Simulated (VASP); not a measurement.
Consider the following.

```
CELL_PARAMETERS angstrom
      4.34187     0.00000     0.00000
      0.00000     4.34187     0.00000
      0.00000     0.00000     2.81675
ATOMIC_POSITIONS crystal
  Mn 0.00000 0.00000 0.00000
  Mn 0.50000 0.50000 0.50000
  O  0.30291 0.30291 0.00000
  O  0.80291 0.19709 0.50000
  O  0.19709 0.80291 0.50000
  O  0.69709 0.69709 0.00000
```
Starting moments (μB, in the order of the record's atoms Mn Mn O O O O): 2.4 -2.4 0.0 0.0 0.0 0.0.

Method: PBEsol GGA, VASP's PBE PAW potentials (set 64) (plane waves; VASP 6.6.1). Run with 620 eV cut-off, 7×7×11 Γ-centred mesh, first-order Methfessel-Paxton smearing of 0.10 eV, potentials Mn_pv O.

Q: The ions, cell shape and volume at an external pressure of 10.0 GPa are relaxed. Which structure does the run end with?

A: 
```
CELL_PARAMETERS angstrom
      4.31531     0.00000     0.00000
      0.00000     4.31531     0.00000
      0.00000     0.00000     2.80181
ATOMIC_POSITIONS crystal
  Mn 0.00000 0.00000 0.00000
  Mn 0.50000 0.50000 0.50000
  O  0.30247 0.30247 0.00000
  O  0.80247 0.19753 0.50000
  O  0.19753 0.80247 0.50000
  O  0.69753 0.69753 0.00000
```
Space group P4_2/mnm (136), at a tolerance of 0.03 Å. The cell ends with 0.00 μB, on the sites 2.36 -2.36 -0.04 0.04 0.04 -0.04 μB.

Q: How do energy and volume change from the first to the last step?

A: The energy (σ→0) changes by +7.2 meV/atom and the volume by -1.7 %, in 6 ionic steps.

| step | E(σ→0) (eV) | max force (eV/Å) | pressure (GPa) | volume (Å³) |
|---|---|---|---|---|
| 1 | -50.5961 | 0.006 | 5.01 | 53.10 |
| 2 | -50.4521 | 0.213 | 17.39 | 51.01 |
| 3 | -50.5552 | 0.089 | 9.92 | 52.23 |
| 4 | -50.5542 | 0.090 | 10.10 | 52.21 |
| 5 | -50.5515 | 0.039 | 10.06 | 52.16 |
| 6 | -50.5526 | 0.005 | 10.06 | 52.18 |

The compound is MnO2 in the rutile structure. This run relaxes it under an external pressure of 10 GPa. Symmetry was kept, so distortions that lower it aren't found.
